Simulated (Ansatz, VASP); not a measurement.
# Cross-check of VSe2 between VASP and Ansatz

Aim: how closely do two programs agree when they are given the same cell, functional and k mesh? Of the first pair: The structure shown is the start of the Ansatz relaxation below; VASP solves that cell, so the two are compared at the walk's first step.

Calculated with Ansatz 0.2.0; plane waves, with VASP 6.6.1 beside it; single point at PBEsol.

### Step 1. Set-up

The cell holds 3 atoms: 1 V and 2 Se. Cell: a = 3.300 Å, b = 3.300 Å, c = 29.927 Å, α = 90.0°, β = 90.0°, γ = 120.0°. Vacuum lies along c. The height across the vacuum is the one that the program set for its solve, not the one typed.

### Step 2. Ansatz: relaxation, PBEsol

Ansatz runs on its default PAW (the set named soft_2) files.

The two programs are compared at the cell with which this relaxation starts, whose forces are those of its first step.

File input.yaml:

```yaml
crystal:
  lattice:
    - [3.3, 0.0, 0.0]
    - [-1.65, 2.85788, 0.0]
    - [0.0, 0.0, 20.0]
  atoms:
    - { symbol: V, position: [0.0, 0.0, 0.5], spin: 0.61 }
    - { symbol: Se, position: [0.333333, 0.666667, 0.57659] }
    - { symbol: Se, position: [0.666667, 0.333333, 0.42341] }
  periodic: [true, true, false]
kpoints:
  mp_grid: { grid: [15, 15, 1] }
hamiltonian:
  xc: pbesol
scf:
  occupations: { method: gaussian, width: 0.1 }
output:
  forces: true
  stress: true
  eigenvalues: true
  populations: true
  write_density: true
  write_potential: true
  elf: true
  volumetric_format: npy
magnetization:
  spin_polarized: true
relax:
  adjacent_minimum: "off"
  f_tol: 0.005
  max_steps: 80
  cell: { stress_2d_tol: 0.02 }
```

On the command line:

```sh
$ ansatz run input.yaml --threads 8 --pin off --max-ram 14336MiB --backend cpu --events-out ev --progress --plain --runs-dir out
```

Numbers of over 12 decimals in the logs are rounded to 6 here.

What it wrote:

```text
Warning: crystal.periodic: the lattice vector that does not repeat stood 0.000° off the slab's normal, 20.000 Å along it as the deck builds it. The run solves the slab on a vector along the normal, 29.927 Å long, with every atom where it was (on the deck's vector they left 16.94 Å outside them, and the widest stretch free of ions among them is 1.53 Å). A fractional position that the run reports is one of the run's ce [...]
Warning: the atoms were moved onto the symmetric positions of the space group found under crystal.symmetry.tolerance 1.0e-5 (fractional; no operation is sought that the atoms, as they stand in a round, miss by more than twice it, and no atom is moved by as much as it), and the run uses the moved positions. Before a round's move an operation carried an atom to 3.30e-6 Å from where it should land, the largest such dist [...]
[...]
SCF iter   1: F=—  HF=-13735.818531 eV  |F-HF|=—  |Δ(HF+E_count)|=         —  Δρ=4.68e-6 (↑4.40e-6 ↓4.68e-6)  dr2=4.34e-8  dr2_m=8.13e-10  M=0.421 μB ∫|m|=0.546 μB  β_m=0.65  ethr=4.77e-7  ⟨swp⟩=6.2  Hψ=14277  notcnv=0
eigensolver tolerance schedule: the retry pair's looser diagonalisation over-reported the residual by 4943.87 of it (diagonalisation noise at 3.18 of the residual, at the tolerance the schedule requests for it); recorded, not acted on — ethr = c·dr2/N_el stays at c = 1.0e-1
preconditioner: auto → LDOS  [metal: Δε(μ)=0.032 eV  Ē_g=7.858 eV  σ=0.100 eV  W_gap=0.18  n_scr=14 (ndim 8)  ℏωp=9.2 eV  f_vac=0.769  D(μ)=1.81/eV (n_scr^D=10)]
spin=Collinear: LDOS preconditioning applied to the charge; magnetization (m = ρ↑ − ρ↓) channel mixes plain (no charge-response kernel on spin).
SCF iter   2: F=—  HF=-13735.818528 eV  |F-HF|=—  |Δ(HF+E_count)|=   3.22e-6  Δρ=2.40e-6 (↑2.40e-6 ↓2.21e-6)  dr2=2.51e-8  dr2_m=2.16e-10  M=0.421 μB ∫|m|=0.546 μB  β_m=0.44  ethr=9.65e-11  ⟨swp⟩=5.1  Hψ=4792  notcnv=0
SCF iter   3: F=—  HF=-13735.818528 eV  |F-HF|=—  |Δ(HF+E_count)|=   1.07e-8  Δρ=1.34e-6 (↑1.34e-6 ↓1.33e-6)  dr2=6.00e-9  dr2_m=3.85e-11  M=0.421 μB ∫|m|=0.546 μB  β_m=0.58  ethr=5.58e-11  ⟨swp⟩=2.6  Hψ=2808  notcnv=0
SCF iter   4: F=—  HF=-13735.818528 eV  |F-HF|=—  |Δ(HF+E_count)|=   5.40e-9  Δρ=2.85e-7 (↑2.85e-7 ↓2.77e-7)  dr2=2.30e-10  dr2_m=4.69e-12  M=0.421 μB ∫|m|=0.546 μB  β_m=0.57  ethr=1.33e-11  ⟨swp⟩=2.0  Hψ=2065  notcnv=0
SCF iter   5: F=—  HF=-13735.818528 eV  |F-HF|=—  |Δ(HF+E_count)|=   3.87e-9  Δρ=5.88e-8 (↑5.76e-8 ↓5.88e-8)  dr2=1.60e-11  dr2_m=1.04e-12  M=0.421 μB ∫|m|=0.546 μB  β_m=0.64  ethr=1.00e-12  ⟨swp⟩=3.0  Hψ=2331  notcnv=0
SCF iter   6: F=—  HF=-13735.818528 eV  |F-HF|=—  |Δ(HF+E_count)|=   2.23e-9  Δρ=2.80e-8 (↑2.80e-8 ↓2.03e-8)  dr2=2.54e-12  dr2_m=7.31e-13  M=0.421 μB ∫|m|=0.546 μB  β_m=0.70  ethr=1.00e-12  ⟨swp⟩=1.8  Hψ=1704  notcnv=0
SCF iter   7: F=-13735.818528 eV  HF=-13735.818528 eV  |F-HF|=9.64e-11  |Δ(HF+E_count)|=  8.35e-10  Δρ=7.48e-9 (↑7.48e-9 ↓2.89e-9)  dr2=2.99e-13  dr2_m=3.78e-14  M=0.421 μB ∫|m|=0.546 μB  ethr=1.00e-12  ⟨swp⟩=10.5  Hψ=10329  notcnv=0
SCF 6 converged in 7 iterations: F = -13735.818528 eV  dr2 = 2.99e-13
relax step   6: F+E_penalty+E_count = -13735.81852765 eV  Δ(F+E_penalty+E_count) = +2.149e-4 eV  max|allowed force component| = 1.648e-4 eV/Å  Δτ_max = 0.0000 Å  P = -0.002 N/m  Ω = 276.371 Å³  fix = [c, alpha, beta]  reactions: c -0.000 N/m  stress off target by 1.74e-3 N/m on what of the cell is left free  SCF on the basis re-selected at this cell (its energy is not comparable with the rows above)  (7 SCF iters)
basis re-selected at this cell: Δ(F+E_penalty+E_count) = +2.149e-4 eV, ΔP = -0.001 N/m vs the last step (what re-selecting the basis moved, of the pressure what is left beyond the Pulay correction that the steps carried, after the strain that the cell walked since its last selection, with what the two solves' SCF thresholds leave and, on support functions, any second-order correction that the steps lacked; it is no m [...]
WARN: The output density's exchange-correlation potential varies sharply where the density is thin. Do not read a vacuum level from v_tot or v_xc, or from such a field of the output density. On a cell that repeats whose density bears no net charge and no dipole along the vacuum's axis use v_es (v_loc + v_h of the components); under efield.dipole_correction with no amplitude use v_es + v_field, which holds any externa [...]
SCF converged after 7 iterations
Magnetization: 0.4207 μB (22.7104 up, 22.2896 down)
Absolute magnetization: 0.5441 μB (∫|ρ↑−ρ↓|, with the PAW one-centre terms)
Spin contamination: 0.0084 ħ² per cell (⟨S²⟩ above its minimum at these occupations)
Per-site moments (μB) at R_I (Å): [(0.392446, 1.014021), (-0.019666, 1.014021), (-0.019666, 1.014021)]
Free energy (F): -13735.818528 eV
Harris-Foulkes:  -13735.818528 eV  (|F-HF|=9.64e-11)
Internal energy: -13735.809493 eV  (E = F + TS)
E sigma→0 (E₀):  -13735.814011 eV
Entropy (-TS):   -0.009034 eV (-3.011 meV/atom)
Fermi energy:    -5.024329 eV
--- Per-component energies (eV) ---
  E_band       = -1628.115741
  E_kinetic    = 574.567196
  E_local      = -121783.554684  (includes V_loc(G=0)·N_el)
  E_nonlocal   = -1229.214654
  E_hartree    = 60466.862388
  E_xc         = -336.934442
  E_vxc        = -362.021342  (∫ρ·V_xc dr)
  E_paw        = -4822.009027  (= ΣΔE_a)
  E_vpaw       = 238.383837  (= ΣTr[D̂ρ^β])
  E_aug_tail   = -0.000935  (compensation charges beyond the density's cutoff)
  E_ewald      = 53392.308084
  E_core_change = 2.166580  (= ΣΔE_core)
  E_smearing   = -0.009034  (= −TS)
  E_closure    = 0.000000  (closes the sum)
  Σ components = -13735.818528   (vs F -13735.818528, Δ=0.00e0)
--- Forces (eV/Å), atoms counted from 1 ---
  atom   1  V      0.00000000     0.00000000     0.00000000
  atom   2  Se     0.00000000    -0.00000000     0.00016482
  atom   3  Se     0.00000000     0.00000000    -0.00016482
  max |Σ_I F_I| component: 4.21e-30 eV/Å
--- 2D stress c σ (N/m, compression-positive) ---
       -0.001741      -0.000000       0.000000
       -0.000000      -0.001741      -0.000000
        0.000000      -0.000000      -0.000000
  P = ½ c Tr σ = -0.0017 N/m
--- Band table (eV; the first three rows and the last of 54) ---
  k-point 0 ↑: bands = ["-69.5573", "-52.7207", "-52.7207", "-52.7202", "-52.7202", "-52.6756", "-52.6756", "-52.6756", "-52.6756", "-52.6571", "-52.6566", "-43.5021", "-43.5021", "-43.4730", "-19.6769", "-18.7112", "-10.5213", "-7.2766", "-7.2766", "-7.2421", "-5.2455", "-5.2356", "-5.2356", "-3.8645", "-3.8645", "-1.4633", "-1.4633", "-0.5956"]
  k-point 1 ↑: bands = ["-69.5568", "-52.7207", "-52.7205", "-52.7202", "-52.7200", "-52.6758", "-52.6758", "-52.6756", "-52.6755", "-52.6570", "-52.6565", "-43.5071", "-43.5032", "-43.4718", "-19.6130", "-18.6703", "-10.4468", "-7.7216", "-7.2579", "-6.8699", "-5.4782", "-5.3616", "-5.2528", "-4.0089", "-3.7975", "-1.8249 (-1.8249°)", "-1.5374", "-0.4849"]
  k-point 2 ↑: bands = ["-69.5555", "-52.7206", "-52.7203", "-52.7199", "-52.7194", "-52.6762", "-52.6760", "-52.6756", "-52.6755", "-52.6567", "-52.6562", "-43.5210", "-43.5064", "-43.4687", "-19.4253", "-18.5508", "-10.2288", "-8.2161", "-7.2160", "-6.6587", "-6.2051", "-5.6292", "-5.2965", "-4.1491", "-3.7042", "-2.4804", "-1.6958", "-0.2079"]
  k-point 26 ↓: bands = ["-69.1269", "-52.7248", "-52.7239", "-52.7239", "-52.7238", "-52.6805", "-52.6805", "-52.6803", "-52.6794", "-52.6563", "-52.6563", "-43.1870", "-43.1870", "-42.9916", "-17.3664", "-17.3664", "-9.7400", "-9.7353", "-9.7353", "-8.4932", "-7.7431", "-7.7431", "-3.9095", "-3.9095", "-3.8258", "-2.3040", "-2.3040", "1.4865"]
  ° read free of the cell's end (the report's vacuum.weakly_bound_levels)
--- Relaxed structure (5 steps of the walk, 5 accepted, 1 SCFs on fresh bases) ---
  F+E_penalty+E_count = -13735.81852765 eV   max|allowed force component| = 1.648e-4 eV/Å   (the final SCF, on the basis selected at the relaxed cell)
  cell:  # Å, volume = 276.3714 Å³
    - [3.265489, 0.0, 0]
    - [-1.632744, 2.827996, 0]
    - [0, 0, 29.927200]
  atoms:
    - { symbol: V, position: [0, 0, 0.334144] }
    - { symbol: Se, position: [0.333333, 0.666667, 0.386855] }
    - { symbol: Se, position: [0.666667, 0.333333, 0.281434] }
--- Löwdin populations: 3 sites ---
  site symbol       q [e]    m [muB]
     0      V     12.4270     0.4809
     1     Se     16.1849    -0.0327
     2     Se     16.1849    -0.0327
  spilling = 0.004517 (of n_electrons = 45.000000)
```

### Step 3. VASP: single point, PBEsol, start cell, pair 1

The same cell, functional, mesh and smearing now go to VASP, with its own data sets.

Lines of VASP's logs that name or quote its potential files are left out, and so is its time.

File INCAR:

```
SYSTEM = VSe2
PREC = Accurate
ENCUT = 400
EDIFF = 1E-06
NELM = 200
ISMEAR = 0
SIGMA = 0.1
LREAL = .FALSE.
ALGO = Normal
GGA = PS
NBANDS = 21
ISPIN = 2
MAGMOM = 0.39 -0.02 -0.02
LASPH = .TRUE.
LMAXMIX = 4
LORBIT = 11
LWAVE = .FALSE.
LCHARG = .FALSE.
ISIF = 2
LDIPOL = .TRUE.
IDIPOL = 3
DIPOL = 0.5 0.5 0.334
LVHAR = .TRUE.
GGA_COMPAT = .FALSE.
NELMDL = -8
KPAR = 2
```

File POSCAR:

```
VSe2
1.0
    3.2999980000      0.0000000000      0.0000000000
   -1.6499990000      2.8578820000      0.0000000000
    0.0000000000      0.0000000000     29.9272000000
V Se
1 2
Direct
    0.0000000000      0.0000000000      0.3341441899
    0.3333333917      0.6666667833      0.3853283969
    0.6666666083      0.3333332167      0.2829599829
```

File KPOINTS:

```
Automatic mesh
0
Gamma
15 15 1
0 0 0
```

The projector-augmented-wave data sets are V_sv and Se (PBE family, release 64).

On the command line:

```sh
$ mpirun -np 2 vasp_std
```

What it wrote:

```text
[banner, memory and clock lines left out]
running    2 mpi-ranks, on    1 nodes
 distrk:  each k-point on    1 cores,    2 groups
 distr:  one band on    1 cores,    1 groups

 POSCAR found type information on POSCAR V Se
 POSCAR found :  2 types and       3 ions
|                                                                             |
|               ----> ADVICE to this user running VASP <----                  |
|                                                                             |
|     You enforced a specific xc type in the INCAR file but a different       |
|     [... a line on the potential file left out ...]
|     I HOPE YOU KNOW WHAT YOU ARE DOING!                                     |
|                                                                             |

 LDA part: xc-table for (Slater+PW92), standard interpolation
 POSCAR, INCAR and KPOINTS ok, starting setup
 FFT: planning ... GRIDC
 FFT: planning ... GRID_SOFT
 FFT: planning ... GRID
 WAVECAR not read
 entering main loop
       N       E                     dE             d eps       ncg     rms          rms(c)
DAV:   1     0.132560779544E+03    0.13256E+03   -0.10982E+04  3084   0.704E+02
DAV:   2    -0.110551323498E+02   -0.14362E+03   -0.14045E+03  2991   0.204E+02
DAV:   3    -0.220378679835E+02   -0.10983E+02   -0.10842E+02  2789   0.496E+01
DAV:   4    -0.222672251877E+02   -0.22936E+00   -0.22908E+00  2827   0.796E+00
DAV:   5    -0.222706299506E+02   -0.34048E-02   -0.34046E-02  2939   0.958E-01
DAV:   6    -0.222706885330E+02   -0.58582E-04   -0.58582E-04  2962   0.129E-01
DAV:   7    -0.222706901654E+02   -0.16324E-05   -0.16321E-05  2955   0.190E-02
DAV:   8    -0.222706902224E+02   -0.56989E-07   -0.57391E-07  2365   0.332E-03    0.220E+01
DAV:   9    -0.247843694804E+02   -0.25137E+01   -0.71129E+01  2368   0.480E+01    0.244E+01
DAV:  10    -0.221053818967E+02    0.26790E+01   -0.12639E+02  2898   0.661E+01    0.141E+01
DAV:  11    -0.199962291803E+02    0.21092E+01   -0.50538E+00  2548   0.144E+01    0.658E+00
DAV:  12    -0.195141019127E+02    0.48213E+00   -0.10868E+00  2558   0.603E+00    0.285E+00
DAV:  13    -0.194470287766E+02    0.67073E-01   -0.96631E-02  3005   0.174E+00    0.193E+00
DAV:  14    -0.193868484902E+02    0.60180E-01   -0.40557E-01  2491   0.424E+00    0.101E+00
[...]
DAV:  30    -0.194307750710E+02   -0.42680E-03   -0.37004E-05  2740   0.399E-02    0.388E-03
DAV:  31    -0.194309283534E+02   -0.15328E-03   -0.17113E-06  2314   0.643E-03    0.424E-03
DAV:  32    -0.194309976028E+02   -0.69249E-04   -0.21105E-06  1952   0.101E-02    0.159E-03
DAV:  33    -0.194310690778E+02   -0.71475E-04   -0.20877E-06  2079   0.819E-03    0.618E-03
DAV:  34    -0.194310829948E+02   -0.13917E-04   -0.81497E-07  1963   0.649E-03    0.273E-03
DAV:  35    -0.194310967053E+02   -0.13711E-04   -0.37145E-07  1832   0.349E-03    0.909E-04
DAV:  36    -0.194311074866E+02   -0.10781E-04   -0.19314E-07  1877   0.201E-03    0.668E-04
DAV:  37    -0.194311081405E+02   -0.65385E-06   -0.15380E-08  1799   0.933E-04
   1 F= -.19431108E+02 E0= -.19426974E+02  d E =-.826773E-02  mag=     0.4522
```

From OUTCAR (step 3):

```text
ion  position               nearest neighbor table
   1  0.000  0.000  0.334-   3 2.44   2 2.44   3 2.44   2 2.44   3 2.44   2 2.44
   2  0.333  0.667  0.385-   1 2.44   1 2.44   1 2.44
   3  0.667  0.333  0.283-   1 2.44   1 2.44   1 2.44

  LATTYP: Found a hexagonal cell.
 ALAT       =     3.2999980000
 C/A-ratio  =     9.0688539811

 Subroutine GETGRP returns: Found 12 space group operations
 (whereof  6 operations were pure point group operations)

The static configuration has the point symmetry C_3v.
 The point group associated with its full space group is D_3d.

 Found     27 irreducible k-points:

   k-points           NKPTS =     27   k-points in BZ     NKDIM =     27   number of bands    NBANDS=     21

   dimension x,y,z NGX =    24 NGY =   24 NGZ =  196
   dimension x,y,z NGXF=    48 NGYF=   48 NGZF=  392

   ENCUT  =  400.0 eV  29.40 Ry    5.42 a.u.   5.38  5.38 48.80*2*pi/ulx,y,z

   NELECT =      25.0000    total number of electrons

 k-points in reciprocal lattice and weights: Automatic mesh
   0.00000000  0.00000000  0.00000000       0.004
   0.06666667  0.00000000  0.00000000       0.027
   0.13333333  0.00000000  0.00000000       0.027
   0.20000000  0.00000000  0.00000000       0.027
   0.26666667  0.00000000  0.00000000       0.027
   0.33333333  0.00000000  0.00000000       0.027
   0.40000000  0.00000000  0.00000000       0.027
   0.46666667  0.00000000  0.00000000       0.027
   0.06666667  0.06666667  0.00000000       0.027
[...]
0.33333333  0.26666667  0.00000000       0.053
   0.33333333  0.33333333  0.00000000       0.009

 dipolmoment           0.000000      0.000000     -0.000006 electrons x Angstroem

 average (electrostatic) potential at core
       1 -83.5503       2 -61.0417       3 -61.0417

 E-fermi :  -2.8842

 spin component 1
 k-point     1 :       0.0000    0.0000    0.0000
  band No.  band energies     occupation
    ...
      9      -5.3637      1.00000
     10      -4.8895      1.00000
     11      -3.1829      0.99999
     12      -3.1829      0.99999
     13      -2.9872      0.92730
     14      -1.8763      0.00000
     15      -1.8763      0.00000
     16       0.7113      0.00000
     17       0.7113      0.00000
     18       1.6143      0.00000
    ...

 k-point     2 :       0.0667    0.0000    0.0000
  band No.  band energies     occupation
    ...
      9      -5.3441      1.00000
     10      -4.6289      1.00000
     11      -3.4128      1.00000
     12      -3.3170      1.00000
     13      -3.0427      0.98750
     14      -1.9670      0.00000
     15      -1.7956      0.00000
     16       0.3507      0.00000
     17       0.6362      0.00000
     18       1.7222      0.00000
    ...

 k-point     3 :       0.1333    0.0000    0.0000
  band No.  band energies     occupation
    ...
      9      -5.2975      1.00000
     10      -4.4207      1.00000
     11      -4.1146      1.00000
     12      -3.5981      1.00000
     13      -3.1185      0.99954
     14      -2.0299      0.00000
     15      -1.6767      0.00000
     16      -0.2993      0.00000
     17       0.4758      0.00000
     18       1.9953      0.00000
    ...

 k-point     4 :       0.2000    0.0000    0.0000
  band No.  band energies     occupation
    ...
      9      -5.3198      1.00000
     10      -5.2627      1.00000
     11      -4.2021      1.00000
     12      -3.8576      1.00000
     13      -3.2605      1.00000
     14      -2.0096      0.00000
     15      -1.6682      0.00000
     16      -0.6918      0.00000
     17       0.3486      0.00000
     18       2.3855      0.00000
    ...

 k-point     5 :       0.2667    0.0000    0.0000
  band No.  band energies     occupation
    ...
      9      -6.3823      1.00000
     10      -5.2920      1.00000
     11      -4.3962      1.00000
     12      -3.9916      1.00000
     13      -3.4692      1.00000
     14      -1.9636      0.00000
     15      -1.7906      0.00000
     16      -0.5996      0.00000
     17       0.3056      0.00000
     18       2.8436      0.00000
    ...

 k-point     6 :       0.3333    0.0000    0.0000
  band No.  band energies     occupation
    ...
      9      -6.7268      1.00000
     10      -5.3909      1.00000
     11      -4.7779      1.00000
     12      -3.9868      1.00000
     13      -3.6225      1.00000
     14      -1.9714      0.00000
     15      -1.8798      0.00000
     16      -0.2171      0.00000
     17       0.3155      0.00000
     18       2.9828      0.00000
    ...

  Total       -0.0920687     -0.0920687      1.2936001     -0.0000000     -0.0000000      0.0000000
  in kB       -0.5226353     -0.5226353      7.3432203     -0.0000000     -0.0000000      0.0000000
  external PRESSURE =       2.0993166 kB  Pullay stress =       0.0000000 kB

  energy-cutoff  :      400.00
  volume of cell :      282.24
      direct lattice vectors                 reciprocal lattice vectors
     3.299998000  0.000000000  0.000000000     0.303030487  0.174954739  0.000000000
    -1.649999000  2.857882000  0.000000000     0.000000000  0.349909478  0.000000000
     0.000000000  0.000000000 29.927200000     0.000000000  0.000000000  0.033414419

 POSITION                                       TOTAL-FORCE (eV/Angst)
 -----------------------------------------------------------------------------------
      0.00000      0.00000     10.00000        -0.000000      0.000000      0.000000
      0.00000      1.90525     11.53180         0.000000     -0.000000      0.471755
      1.65000      0.95263      8.46820        -0.000000      0.000000     -0.471755
 -----------------------------------------------------------------------------------
    total drift:                                0.000000      0.000000     -0.000135

  FREE ENERGIE OF THE ION-ELECTRON SYSTEM (eV)
  ---------------------------------------------------
  free  energy   TOTEN  =       -19.4311081405 eV

  energy  without entropy=      -19.4228404098  energy(sigma->0) =      -19.42697428

 vacuum level on the upper side and lower side of the slab         2.200         2.200

 total charge
# of ion       s       p       d       tot
------------------------------------------
    1        2.254   6.239   3.086  11.580
    2        1.481   2.333   0.055   3.870
    3        1.481   2.333   0.055   3.870
--------------------------------------------------
tot          5.216  10.906   3.197  19.319

 magnetization (x)
# of ion       s       p       d       tot
------------------------------------------
    1        0.007   0.004   0.447   0.457
    2       -0.001  -0.026   0.003  -0.024
    3       -0.001  -0.026   0.003  -0.024
--------------------------------------------------
tot          0.005  -0.049   0.453   0.410

[... 6 further parts left out ...]
```

The cell holds one magnetic atom, so no antiferromagnetic order fits into it.

(Part 1 of 2 ends here.)

[Lines on the potential files, build, host, timing and source positions are cut from VASP's logs without a mark.]

[Logs are printed without paths, hosts, clocks, repeated set-up lines and the standing remarks that a program may print on its own settings, such as how far it seeks lower states.]

[Hosts, paths, dates, database ids (printed as entryN), source tags and the programs' standing remarks are cut or masked in the printed files.]
